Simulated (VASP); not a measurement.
Output of a VASP run:

### OSZICAR
```
       N       E                     dE             d eps       ncg     rms          rms(c)
DAV:   1    -0.424977689652E+03   -0.42498E+03   -0.27491E-05   904   0.159E-02    0.686E-03
RMM:   2    -0.424977687581E+03    0.20713E-05   -0.94665E-06   675   0.560E-03    0.190E-03
RMM:   3    -0.424977687858E+03   -0.27778E-06   -0.55677E-06   694   0.369E-03    0.195E-03
RMM:   4    -0.424977687765E+03    0.93454E-07   -0.47162E-07   530   0.145E-03
   1 F= -.42497769E+03 E0= -.42497769E+03  d E =-.109496E-10  mag=     2.0000
```

**OUTCAR**
```
------------------------ aborting loop because EDIFF is reached ----------------------------------------
  FORCE on cell =-STRESS in cart. coord.  units (eV):
  Direction    XX          YY          ZZ          XY          YZ          ZX
  --------------------------------------------------------------------------------------
  Total      -12.4901312    -19.5020682    -28.5324603     -6.2154830     -3.3556429      5.7815331
  in kB      -23.0896868    -36.0521951    -52.7460890    -11.4901559     -6.2033570     10.6879412
  external PRESSURE =     -37.2959903 kB  Pullay stress =       0.0000000 kB
  volume of cell :      866.68
      direct lattice vectors                 reciprocal lattice vectors
     4.868317893 -8.432173817  0.000000000     0.102704879 -0.059296690  0.000000000
     4.868317893  8.432173817  0.000000000     0.102704879  0.059296690  0.000000000
     0.000000000  0.000000000 10.556283981     0.000000000  0.000000000  0.094730305
 POSITION                                       TOTAL-FORCE (eV/Angst)
 -----------------------------------------------------------------------------------
      1.62013     -0.91458      2.62030         0.008955      0.002002     -0.001421
      1.63445      0.95093     10.53236        -0.006300      0.002157      0.005882
      1.65001     -0.92829      7.90858        -0.007559     -0.003695      0.011618
      1.62331      1.02200      5.19681         0.018792     -0.012602      0.003997
      3.16239      1.92694      2.70603        -0.010584      0.005321      0.001054
      3.24067      3.73384     10.53380         0.004682     -0.007793     -0.001382
      3.30106      1.84419      7.79420         0.007940     -0.005120      0.006882
      3.17671      3.70876      5.19557        -0.010589     -0.013750      0.010889
      4.85218      4.68222      2.62051        -0.010629      0.002477      0.001493
      4.87984      6.55320     10.55142         0.006061      0.000154      0.009365
      4.87674      4.66097      7.90971         0.014648     -0.000374     -0.010505
      4.90697      6.53896      5.28515         0.000402     -0.005646     -0.005306
      3.22310     -3.73209      2.65340         0.019398     -0.005333     -0.016812
      3.26245     -1.85585      0.01138        -0.003013      0.007590     -0.003192
      3.24917     -3.74758      7.92909         0.002694     -0.007072     -0.002168
      3.26922     -1.78212      5.30994        -0.003071     -0.008773     -0.009243
      4.85934     -0.83793      2.71586        -0.013505     -0.008838      0.000016
      4.84910      0.95005     10.55438        -0.004364      0.011674     -0.002016
      4.92180     -0.95134      7.87522         0.007698     -0.004785     -0.003319
      6.40362      1.83730      2.71504        -0.006949      0.010051      0.000583
      6.48613      3.72807      0.01104         0.005024     -0.004462      0.002857
      6.53119      1.83776      7.87606         0.019338     -0.004236     -0.000011
      6.42512      3.68362      5.31050        -0.009735      0.004315     -0.008089
      4.81429     -6.53393      2.61652        -0.009523      0.001898     -0.013801
      4.86332     -4.67970     10.54809        -0.012464     -0.002563      0.008331
      4.90377     -6.55578      7.91026        -0.009739     -0.006480      0.006710
      4.81674     -4.65284      5.28642         0.013635      0.001544      0.022439
      6.44370     -3.70898      2.61519         0.001370      0.006357      0.015138
      6.48467     -1.85918      0.00269        -0.002163      0.007737      0.002300
      6.50935     -3.77660      7.90897         0.000909      0.006984     -0.000820
      6.54716     -1.85582      5.30541        -0.007542      0.001240     -0.000387
      8.11444     -0.93571      2.63420         0.005806      0.007936      0.003895
      8.09880      0.93805      0.00381         0.005617      0.002659      0.005962
      8.15351     -0.95816      7.94113        -0.000237      0.009902      0.017968
      8.12788      0.88354      5.30537        -0.007873      0.002061     -0.005865
      1.65085     -0.88007      4.61307        -0.007586      0.012566     -0.004181
      1.58293      0.96334      1.97544         0.001090      0.003133      0.003801
      1.63265     -0.92491      9.90252         0.006266     -0.008575     -0.004662
      1.65902      0.94092      7.19029         0.001493     -0.006467     -0.004548
      3.20593      3.77599      1.97583        -0.005852      0.000554      0.000689
      3.26271      1.86663      9.80740         0.001570     -0.003305      0.010475
      3.26364      3.71772      7.18966        -0.000424      0.003335     -0.005193
      4.83496      4.63604      4.61258         0.020289      0.004531     -0.000022
      4.87408      6.55937      1.98497        -0.015117     -0.000688      0.008435
      4.86509      4.67250      9.90241        -0.004005      0.005916      0.006753
      4.90667      6.53880      7.26872         0.009148     -0.005577     -0.010340
      3.18999     -3.71416      4.64809        -0.008671      0.007128      0.006043
      3.26923     -1.84059      2.03216        -0.002851      0.004405      0.002148
      3.23171     -3.73768      9.92065         0.007009      0.003673     -0.008962
      3.27536     -1.86775      7.27607         0.005197     -0.004648     -0.011086
      4.98058     -0.59680      4.81576         0.001982      0.004760     -0.004805
      4.77739      0.99222      2.00762        -0.002425      0.005156      0.002384
      4.87445     -0.91256      9.87157         0.012523     -0.005977     -0.003876
      5.01070      0.85702      6.88638        -0.012915      0.000714     -0.008329
      6.25394      1.61010      4.81583        -0.003693     -0.001527     -0.010707
      6.47679      3.71559      2.03195        -0.007807     -0.001917     -0.004098
...
```
(Selected blocks of OUTCAR.)

File POSCAR:
```
Ga35CN35
1
    4.8683178927    -8.4321738171     0.0000000000
    4.8683178927     8.4321738171     0.0000000000
    0.0000000000     0.0000000000    10.5562839806
Ga N C
35 35 1
Direct
  0.2206267952   0.1121633811   0.2482222800
  0.1114789568   0.2242525316   0.9977332562
  0.2245086953   0.1144194967   0.7491818307
  0.1061211604   0.2273231106   0.4922950632
  0.2105322654   0.4390543224   0.2563431479
  0.1114279619   0.5542362807   0.9978698274
  0.2296810793   0.4483896866   0.7383472201
  0.1063465495   0.5461810060   0.4921777319
  0.2207025439   0.7759829764   0.2482421136
  0.1126002364   0.8897660639   0.9995388205
  0.2244847227   0.7772445591   0.7492895004
  0.1162308302   0.8917081969   0.5006637037
  0.5523286368   0.1097273637   0.2513572886
  0.4451150651   0.2250233150   0.0010779533
  0.5559251450   0.1114865732   0.7511252712
  0.4414387711   0.2300914965   0.5030120494
  0.5487640507   0.4493909463   0.2572742523
  0.4416912058   0.5543609872   0.9998199964
  0.5619039518   0.4490811101   0.7460215661
  0.5487372906   0.7666283936   0.2571961609
  0.4450945898   0.8872194060   0.0010454190
  0.5618123901   0.7797581492   0.7461012906
  0.4414650289   0.8783174278   0.5030656827
  0.8818915895   0.1070106970   0.2478634363
  0.7769776196   0.2219961394   0.9992240115
  0.8923765961   0.1149046832   0.7493409163
  0.7706004593   0.2188047756   0.5007843437
  0.8817296955   0.4418694406   0.2477378442
  0.7762507853   0.5557644282   0.0002549088
  0.8924820062   0.4446024010   0.7492191462
  0.7824687011   0.5623808878   0.5025833927
  0.8888769648   0.7779082933   0.2495387575
  0.7761637518   0.8874098186   0.0003604886
  0.8942209818   0.7805897531   0.7522657641
  0.7823820599   0.8871640020   0.5025796210
  0.2217361955   0.1173653748   0.4369977835
  0.1054515152   0.2196973424   0.1871336342
  0.2225250510   0.1128373352   0.9380683767
  0.1145959135   0.2261831599   0.6811387251
  0.1053609741   0.5531684770   0.1871711169
  0.2244113454   0.4457808248   0.9290583961
  0.1147438397   0.5556403021   0.6810787628
  0.2216717264   0.7714758340   0.4369506545
  0.1116426132   0.8895405762   0.1880366398
  0.2226050195   0.7767320940   0.9380579249
  0.1162097776   0.8916686983   0.6885681225
  0.5478648029   0.1073899583   0.4403148316
  0.4449065086   0.2266245051   0.1925073679
  0.5535445297   0.1102807638   0.9397863270
  0.4471470722   0.2256437028   0.6892646579
  0.5469179319   0.4761417421   0.4561983736
  0.4318258457   0.5494962723   0.1901825944
  0.5547413556   0.4465182426   0.9351368392
  0.4638046802   0.5654411287   0.6523490683
  0.5468361531   0.7377833427   0.4562046393
  0.4448754309   0.8855203480   0.1924871435
  0.5548189956   0.7753585028   0.9352406198
  0.4470869068   0.8885026965   0.6892767145
  0.8805271205   0.1073466494   0.4365131988
  0.7734914726   0.2202557569   0.1871669148
  0.8890258004   0.1109120013   0.9380057544
  0.7778685963   0.2224449672   0.6888306523
  0.8804861343   0.4402071818   0.4364977779
  0.7701072927   0.5543115772   0.1909447232
  0.8890170624   0.4450413653   0.9379189932
  0.7850334459   0.5593104326   0.6892901129
  0.8958475865   0.7814595678   0.4380410430
  0.7701838468   0.8828710775   0.1909730674
  0.8899728604   0.7785235544   0.9403044220
  0.7849919362   0.8928310727   0.6892608066
  0.4986905271   0.5828494713   0.5166981624
```

Question: Write an INCAR and KPOINTS that could have produced this output.

Answer: Several could match; the one computed here: the input of the run itself, PBE GGA, plane waves, VASP's PBE PAW potentials (set 64).

**INCAR**
```
ISPIN  =  2   # spin-polarised
ISMEAR  =  0
MAGMOM  =  71*0.0282
NELM  =  100   # most electronic steps
SIGMA  =  0.05   # width (eV)
GGA  =  PE   # PBE
EDIFF  =  1E-6   # SCF stop (eV)
LWAVE  =  T
ALGO  =  Fast   # Davidson, then RMM-DIIS
LREAL  =  Auto
LCHARG  =  F
PREC  =  Normal
LHYPERFINE  =  T
LMAXMIX  =  4   # l cut-off of mixed one-centre charges
NUPDOWN  =  2
NELMIN  =  4
ENCUT  =  400
LASPH  =  T
ISYM  =  0
SYSTEM  =  Ga35CN35
LORBIT  =  11
```

KPOINTS:
```
Automatic mesh
0
Gamma
1 1 1
0 0 0
```

POTCAR, in this order: Ga N C (PBE.64 set). Program: vasp_gam. Read from the step before: WAVECAR.

At this cut-off the stress carries a Pulay error, which pulls relaxed volumes low.  The supercell is sampled at Γ alone, which is coarse: total energies, pressure and levels can be off, energies of defects by several tenths of an eV.

The cell is a supercell with a defect, built from GaN (wurtzite): C_Ga-vac_N.
